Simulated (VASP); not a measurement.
Data:

```yaml
crystal:
  lattice:
    - [0.00000, 2.30520, 2.30520]
    - [2.30520, 0.00000, 2.30520]
    - [2.30520, 2.30520, 0.00000]
  atoms:
    - { symbol: Ga, position: [0.00000, 0.00000, 0.00000] }
    - { symbol: N, position: [0.25000, 0.25000, 0.25000] }
```

Level of theory: PBE GGA, VASP's PBE PAW potentials (set 64) (plane waves; VASP). Settings: EDIFF = 1E-4, 520 eV cut-off, 9×9×9 Γ-centred mesh, Gaussian smearing of 0.050 eV, potentials Ga_d N.

Problem. Give the stress tensor in GPa (positive for a compressed cell).

Solution. 
```
-6.07   0.00   0.00
 0.00  -6.07   0.00
 0.00   0.00  -6.07
```
The pressure is its mean diagonal, -6.07 GPa.

The compound is GaN in the zinc blende structure, a metastable form; wurtzite is the usual one. The cell was not relaxed at this level. The run is one of a series of settings (EDIFF = 1E-4 against the base run), some of them coarse on purpose.
